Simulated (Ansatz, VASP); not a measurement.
**Cross-check of Mo (Mo strained to the junction's net) between VASP and Ansatz**

Aim: how closely do two programs agree when they are given the same cell, functional and k mesh? The structure shown is the end of the Ansatz relaxation below.

Main program and level: Ansatz 0.2.0; plane waves, with VASP 6.6.1 beside it; single point at PBE.

### 1. Set-up

Symmetry: I4/mmm, No. 139, tetragonal system. Conventional cell: a = 3.125 Å, b = 3.125 Å, c = 3.185 Å, α = 90.00°, β = 90.00°, γ = 90.00°. Nearest to Mo lie 8 Mo at 2.72 Å.

### 2. Ansatz: relaxation, PBE

Ansatz runs on its default PAW (the set named soft_2) files.

This run makes the geometry at which the two programs are then compared.

The input, input.yaml:

```yaml
crystal:
  lattice:
    - [3.125, 0.0, 0.0]
    - [0.0, 3.125, 0.0]
    - [0.0, 0.0, 3.1675]
  atoms:
    - { symbol: Mo, position: [0.0, 0.0, 0.0] }
    - { symbol: Mo, position: [0.5, 0.5, 0.5] }
kpoints:
  mp_grid: { grid: [12, 12, 10] }
scf:
  occupations: { method: fermi_dirac, width: 0.1 }
  max_iter: 150
hamiltonian:
  xc: pbe
relax:
  f_tol: 0.01
  max_steps: 40
  cell: { fix: [a, b, angles] }
```

Started as:

```
ansatz run input.yaml --threads 4 --pin off --max-ram 10240MiB --backend cpu --events-out ev --progress --plain --runs-dir out
```

Numbers of over 12 decimals in the logs are rounded to 6 here.

Output:

```text
Engine: ansatz 0.2.0, aarch64-unknown-linux-gnu
Pseudopotentials: kind: paw
Pseudopotential: Mo, paw, valence charge 14, recommended cutoff 420 eV (normal), Mo.paw.azcp
Functional definition: PBE
  parameter kappa = 0.804
  parameter beta = 0.066725
  exchange = pbe_x(kappa = kappa, mu = beta*pi^2/3)
  correlation = pbe_c(beta = beta)
Crystal: 2 atoms, lattice volume = 30.933 Å³
Basis set: ecut = 420 eV, 619 PW (Γ), exchange–correlation on 48×48×48 points (8 copies of the dense FFT grid, shifted against one another)
Bands: 18, of which v1, the nominal top of the filled ones, is band 14 counted from 1 (13 counted from 0)
Symmetry: 32 space group operations
Space group: I4/mmm (ITA 139), of the structure as read, at distance tolerance 3.1e-5 Å
k-points: 168 of 1440
Non-local potential: Mo, projectors of the file, l = 0: 3, l = 1: 2, l = 2: 2, l = 3: 1
PAW form: soft (Blöchl's): semilocal exchange-correlation on the pseudo side does not see the compensation charge
PAW one-centre angular grid: Mo, 590 points (default); XC on 64 Gauss nodes
Initial density: superposition of atomic densities (neutral atoms: chi_scale 0, normalization atom), corrected by the library's trained network
Initial wavefunctions: pseudopotential atomic-orbital guess
Functional: x = pbe(κ = 0.804, μ = 0.219515), c = pbe(β = 0.066725)
SCF iter   1: F=—  HF=-9912.052010 eV  |F-HF|=—  |Δ(HF+E_count)|=         —  Δρ=3.02e-3  dr2=1.30e-3  ethr=1.77e-3  ⟨swp⟩=5.1  Hψ=13359  notcnv=0
preconditioner: auto → none  [metal: Δε(μ)=0.004 eV  Ē_g=4.682 eV  σ=0.100 eV  W_gap=0.01  n_scr=6 (ndim 8)  ℏωp=23.1 eV  f_vac=0.000  D(μ)=1.15/eV (n_scr^D=6)  sad-step TF]
SCF iter   2: F=—  HF=-9912.051874 eV  |F-HF|=—  |Δ(HF+E_count)|=   1.36e-4  Δρ=1.82e-3  dr2=4.80e-4  ethr=4.64e-6  ⟨swp⟩=2.2  Hψ=5678  notcnv=0
SCF iter   3: F=—  HF=-9912.051860 eV  |F-HF|=—  |Δ(HF+E_count)|=   1.36e-5  Δρ=4.02e-4  dr2=3.72e-5  ethr=1.71e-6  ⟨swp⟩=1.0  Hψ=3080  notcnv=0
SCF iter   4: F=—  HF=-9912.051849 eV  |F-HF|=—  |Δ(HF+E_count)|=   1.16e-5  Δρ=1.48e-4  dr2=2.18e-6  ethr=1.33e-7  ⟨swp⟩=2.3  Hψ=5230  notcnv=0
SCF iter   5: F=—  HF=-9912.051850 eV  |F-HF|=—  |Δ(HF+E_count)|=   1.14e-6  Δρ=4.52e-5  dr2=4.11e-7  ethr=7.79e-9  ⟨swp⟩=2.0  Hψ=5404  notcnv=0
SCF iter   6: F=-9912.051850 eV  HF=-9912.051850 eV  |F-HF|=2.87e-8  |Δ(HF+E_count)|=   1.67e-7  Δρ=1.40e-5  dr2=3.37e-8  ethr=3.57e-10  ⟨swp⟩=4.0  Hψ=10476  notcnv=0
SCF 1 converged in 6 iterations: F = -9912.051850 eV  dr2 = 3.37e-8
  greatest PAW one-centre occupation: 0.998 electrons in one spin orbital (limit 2), on the Mo atom at site 1 (counted from 0), in its partial waves of l = 0
relax step   1: F+E_penalty+E_count = -9912.05184968 eV  Δ(F+E_penalty+E_count) = +0.000e0 eV  max|allowed force component| = 3.155e-30 eV/Å  Δτ_max = 0.0000 Å  P = +5.631 GPa  Ω = 30.933 Å³  fix = [a, b, alpha, beta, gamma]  reactions: a +7.101, b +7.101 GPa  (6 SCF iters, dr2 threshold 1.00e-7 eV, accepted)
[...]
relax step   2: F+E_penalty+E_count = -9912.04609395 eV  Δ(F+E_penalty+E_count) = +5.756e-3 eV  max|allowed force component| = 6.903e-31 eV/Å  Δτ_max = 0.0000 Å  P = +0.799 GPa  Ω = 31.499 Å³  energy of the carried Pulay correction = -1.744e-4 eV  fix = [a, b, alpha, beta, gamma]  (6 SCF iters, dr2 threshold 2.00e-7 eV, rejected (line search))
[...]
relax step   3: F+E_penalty+E_count = -9912.05324732 eV  Δ(F+E_penalty+E_count) = -1.398e-3 eV  max|allowed force component| = 2.219e-30 eV/Å  Δτ_max = 0.0000 Å  P = +4.014 GPa  Ω = 31.115 Å³  energy of the carried Pulay correction = -5.653e-5 eV  fix = [a, b, alpha, beta, gamma]  reactions: a +6.081, b +6.081 GPa  (6 SCF iters, accepted)
[...]
relax step   4: F+E_penalty+E_count = -9912.05325275 eV  Δ(F+E_penalty+E_count) = -5.430e-6 eV  max|allowed force component| = 2.219e-30 eV/Å  Δτ_max = 0.0000 Å  P = +4.082 GPa  Ω = 31.107 Å³  energy of the carried Pulay correction = -5.411e-5 eV  fix = [a, b, alpha, beta, gamma]  reactions: a +6.124, b +6.124 GPa  (6 SCF iters, dr2 threshold 3.64e-8 eV, accepted)
[...]
relax step   5: F+E_penalty+E_count = -9912.05330920 eV  Δ(F+E_penalty+E_count) = -5.646e-5 eV  max|allowed force component| = 3.796e-30 eV/Å  Δτ_max = 0.0000 Å  P = +4.081 GPa  Ω = 31.107 Å³  fix = [a, b, alpha, beta, gamma]  reactions: a +6.123, b +6.123 GPa  stress off target by 4.04e-3 GPa on what of the cell is left free  SCF on the basis re-selected at this cell (its energy is not comparable with the rows above)  (8 SCF iters)
basis re-selected at this cell: Δ(F+E_penalty+E_count) = -5.646e-5 eV, ΔP = -0.001 GPa vs the last step (what re-selecting the basis moved, of the pressure what is left beyond the Pulay correction that the steps carried, after the strain that the cell walked since its last selection, with what the two solves' SCF thresholds leave and, on support functions, any second-order correction that the steps lacked; it is no m [...]
SCF converged after 8 iterations
Free energy (F): -9912.053309 eV
Harris-Foulkes:  -9912.053309 eV  (|F-HF|=1.82e-12)
Internal energy: -9912.013444 eV  (E = F + TS)
E sigma→0 (E₀):  -9912.033377 eV
Entropy (-TS):   -0.039865 eV (-19.933 meV/atom)
Fermi energy:    21.238239 eV
--- Per-component energies (eV) ---
  E_band       = -106.354358
  E_kinetic    = 882.613266
  E_local      = -1560.549988  (includes V_loc(G=0)·N_el)
  E_nonlocal   = 285.302415
  E_hartree    = 516.391507
  E_xc         = -367.434371
  E_vxc        = -458.637041  (∫ρ·V_xc dr)
  E_paw        = -6402.502385  (= ΣΔE_a)
  E_vpaw       = -287.866108  (= ΣTr[D̂ρ^β])
  E_aug_tail   = 0.000084  (compensation charges beyond the density's cutoff)
  E_ewald      = -3265.833971
  E_smearing   = -0.039865  (= −TS)
  E_closure    = 0.000000  (closes the sum)
  Σ components = -9912.053309   (vs F -9912.053309, Δ=0.00e0)
--- Forces (eV/Å), atoms counted from 1 ---
  atom   1  Mo    -0.00000000     0.00000000     0.00000000
  atom   2  Mo     0.00000000     0.00000000    -0.00000000
  max |Σ_I F_I| component: 1.87e-30 eV/Å
--- Stress (GPa, compression-positive) ---
        6.122803      -0.000000       0.000000
       -0.000000       6.122803       0.000000
        0.000000       0.000000      -0.004039
  P = ⅓ Tr σ = 4.0805 GPa (40.805 kbar)
--- Band table (eV; the first three rows and the last of 168) ---
  k-point 0: bands = [... 10 lower, 15.7821, 19.7864, 19.7864, 20.0047, 22.7538, 23.0328, 25.1901, 25.2574]
  k-point 1: bands = [... 10 lower, 15.9150, 19.7855, 19.7855, 20.0993, 22.4628, 23.1174, 24.6792, 24.6792]
  k-point 2: bands = [... 10 lower, 16.4158, 19.8100, 19.8100, 20.3798, 21.6939, 23.3495, 23.5337, 23.5337]
  k-point 167: bands = [... 10 lower, 18.6319, 18.6319, 18.6319, 18.6319, 23.6066, 23.6066, 23.7677, 23.7677]
--- Relaxed structure (4 steps of the walk, 3 accepted, 1 SCFs on fresh bases) ---
  F+E_penalty+E_count = -9912.05330920 eV   max|allowed force component| = 3.796e-30 eV/Å   (the final SCF, on the basis selected at the relaxed cell)
  cell:  # Å, volume = 31.1074 Å³
    - [3.125, 0, 0.0]
    - [0, 3.125, 0.0]
    - [0.0, 0.0, 3.185394]
  atoms:
    - { symbol: Mo, position: [0.0, 0.0, 0.0] }
    - { symbol: Mo, position: [0.5, 0.5, 0.5] }
```

### 3. VASP: single point, PBE

The same cell, functional, mesh and smearing now go to VASP, with its own data sets.

Lines of VASP's logs that name or quote its potential files are left out, and so is its time.

The input, INCAR:

```
SYSTEM = Mo
PREC = Accurate
ENCUT = 500
EDIFF = 1E-06
NELM = 120
ISMEAR = -1
SIGMA = 0.1
LREAL = .FALSE.
ALGO = Normal
GGA = PE
NBANDS = 20
LASPH = .TRUE.
LORBIT = 11
LWAVE = .FALSE.
LCHARG = .FALSE.
ISIF = 2
GGA_COMPAT = .FALSE.
```

The input, POSCAR:

```
Mo
1.0
    3.1250000000      0.0000000000      0.0000000000
    0.0000000000      3.1250000000      0.0000000000
    0.0000000000      0.0000000000      3.1853940935
Mo
2
Direct
    0.0000000000      0.0000000000      0.0000000000
    0.5000000000      0.5000000000      0.5000000000
```

The input, KPOINTS:

```
Automatic mesh
0
Gamma
12 12 10
0 0 0
```

Potentials, in the order of the species: Mo_sv (PBE family, release 64).

Started as:

```
mpirun -np 1 vasp_std
```

Output:

```text
[banner, memory and clock lines left out]
running    1 mpi-ranks, on    1 nodes
 distrk:  each k-point on    1 cores,    1 groups
 distr:  one band on    1 cores,    1 groups

 POSCAR found type information on POSCAR Mo
 POSCAR found :  1 types and       2 ions
 LDA part: xc-table for (Slater+PW92), standard interpolation
 POSCAR, INCAR and KPOINTS ok, starting setup
 FFT: planning ... GRIDC
 FFT: planning ... GRID_SOFT
 FFT: planning ... GRID
 WAVECAR not read
 entering main loop
       N       E                     dE             d eps       ncg     rms          rms(c)
DAV:   1     0.265436088450E+03    0.26544E+03   -0.16637E+04  6720   0.142E+03
DAV:   2    -0.172681897859E+02   -0.28270E+03   -0.27512E+03  7580   0.438E+02
DAV:   3    -0.231412045640E+02   -0.58730E+01   -0.57377E+01  7432   0.629E+01
DAV:   4    -0.231779587443E+02   -0.36754E-01   -0.36696E-01  7064   0.487E+00
DAV:   5    -0.231781676125E+02   -0.20887E-03   -0.20887E-03  7168   0.393E-01    0.210E+01
DAV:   6    -0.220434443184E+02    0.11347E+01   -0.22043E+00  6832   0.134E+01    0.580E+00
DAV:   7    -0.218864693790E+02    0.15697E+00   -0.46869E-01  6996   0.563E+00    0.129E+00
DAV:   8    -0.218785869077E+02    0.78825E-02   -0.86538E-03  6904   0.951E-01    0.270E-01
DAV:   9    -0.218787129682E+02   -0.12606E-03   -0.28330E-04  8320   0.176E-01    0.988E-02
DAV:  10    -0.218787337852E+02   -0.20817E-04   -0.27867E-05  6868   0.531E-02    0.133E-02
DAV:  11    -0.218787341628E+02   -0.37764E-06   -0.60358E-07  3612   0.586E-03
   1 F= -.21878734E+02 E0= -.21858772E+02  d E =-.399236E-01
```

Parts of OUTCAR (step 3):

```text
ion  position               nearest neighbor table
   1  0.000  0.000  0.000-   2 2.72   2 2.72   2 2.72   2 2.72   2 2.72   2 2.72   2 2.72   2 2.72

  LATTYP: Found a simple tetragonal cell.
 ALAT       =     3.1250000000
 C/A-ratio  =     1.0193261099

 Subroutine GETGRP returns: Found 16 space group operations
 (whereof 16 operations were pure point group operations)

The static configuration has the point symmetry D_4h.

 Found    168 irreducible k-points:

   k-points           NKPTS =    168   k-points in BZ     NKDIM =    168   number of bands    NBANDS=     20

   dimension x,y,z NGX =    24 NGY =   24 NGZ =   24
   dimension x,y,z NGXF=    48 NGYF=   48 NGZF=   48

   ENCUT  =  500.0 eV  36.75 Ry    6.06 a.u.   5.70  5.70  5.81*2*pi/ulx,y,z

   NELECT =      28.0000    total number of electrons

 k-points in reciprocal lattice and weights: Automatic mesh
   0.00000000  0.00000000  0.00000000       0.001
   0.08333333  0.00000000  0.00000000       0.003
   0.16666667  0.00000000  0.00000000       0.003
   0.25000000  0.00000000  0.00000000       0.003
   0.33333333  0.00000000  0.00000000       0.003
   0.41666667  0.00000000  0.00000000       0.003
   0.50000000  0.00000000  0.00000000       0.001
   0.08333333  0.08333333  0.00000000       0.003
   0.16666667  0.08333333  0.00000000       0.006
[...]
0.50000000  0.41666667  0.50000000       0.003
   0.50000000  0.50000000  0.50000000       0.001

 average (electrostatic) potential at core
       1 -69.0993       2 -69.0993

 E-fermi :  12.6836

 k-point     1 :       0.0000    0.0000    0.0000
  band No.  band energies     occupation
    ...
     10       7.1715      2.00000
     11       7.2235      2.00000
     12      11.2324      2.00000
     13      11.2324      2.00000
     14      11.4509      1.99999
     15      14.2026      0.00000
     16      14.4817      0.00000
     17      16.6406      0.00000
     18      16.7079      0.00000
     19      16.7079      0.00000
    ...

 k-point     2 :       0.0833    0.0000    0.0000
  band No.  band energies     occupation
    ...
     10       7.2624      2.00000
     11       7.3545      2.00000
     12      11.2179      2.00000
     13      11.3014      2.00000
     14      11.4344      1.99999
     15      14.1368      0.00000
     16      14.4169      0.00000
     17      16.2114      0.00000
     18      16.2308      0.00000
     19      16.5723      0.00000
    ...

 k-point     3 :       0.1667    0.0000    0.0000
  band No.  band energies     occupation
    ...
     10       7.5136      2.00000
     11       7.7393      2.00000
     12      11.1928      2.00000
     13      11.4030      1.99999
     14      11.5066      1.99998
     15      13.6138      0.00018
     16      14.5924      0.00000
     17      15.2433      0.00000
     18      15.2882      0.00000
     19      16.1900      0.00000
    ...

  Total        1.2989136      1.2989136      0.1115702      0.0000000      0.0000000      0.0000000
  in kB       66.9002333     66.9002333      5.7463944      0.0000000      0.0000000      0.0000000
  external PRESSURE =      46.5156203 kB  Pullay stress =       0.0000000 kB

  energy-cutoff  :      500.00
  volume of cell :       31.11
      direct lattice vectors                 reciprocal lattice vectors
     3.125000000  0.000000000  0.000000000     0.320000000  0.000000000  0.000000000
     0.000000000  3.125000000  0.000000000     0.000000000  0.320000000  0.000000000
     0.000000000  0.000000000  3.185394093     0.000000000  0.000000000  0.313932898

 POSITION                                       TOTAL-FORCE (eV/Angst)
 -----------------------------------------------------------------------------------
      0.00000      0.00000      0.00000         0.000000      0.000000     -0.000000
      1.56250      1.56250      1.59270        -0.000000     -0.000000      0.000000
 -----------------------------------------------------------------------------------
    total drift:                                0.000000      0.000000     -0.000000

  FREE ENERGIE OF THE ION-ELECTRON SYSTEM (eV)
  ---------------------------------------------------
  free  energy   TOTEN  =       -21.8787341628 eV

  energy  without entropy=      -21.8388105209  energy(sigma->0) =      -21.85877234

 total charge
# of ion       s       p       d       tot
------------------------------------------
    1        2.384   6.207   3.922  12.512
    2        2.384   6.207   3.922  12.512
--------------------------------------------------
tot          4.767  12.414   7.843  25.025

[... 3 further parts left out ...]
```

The run ends at a pressure of 4.65 GPa.

### 4. Differences

Known differences besides the potentials themselves: the cutoff is 420 eV in Ansatz and 500 eV in VASP; Ansatz's pressure holds a Pulay correction, VASP's none. Total energies have different zeros and are not compared.

Compared:

| quantity | Ansatz | VASP | difference |
| --- | --- | --- | --- |
| pressure (GPa) | 4.08 | 4.65 | -0.57 |

### 5. Results

- difference in pressure (single point, PBE): -0.57 GPa

**Reading.** The difference in pressure is -0.57 GPa (single point, PBE), within the 1 GPa picked in this series as the mark of a large difference. 1 further run of this series is not shown here. Such differences can come from data sets, numerical settings and the points named under the comparisons, not from the functional's error against experiment.

[Lines on the potential files, build, host, timing and source positions are cut from VASP's logs without a mark.]

[Logs are printed without paths, hosts, clocks, repeated set-up lines and the standing remarks that a program may print on its own settings, such as how far it seeks lower states.]

[Hosts, paths, dates, database ids (printed as entryN), source tags and the programs' standing remarks are cut or masked in the printed files.]
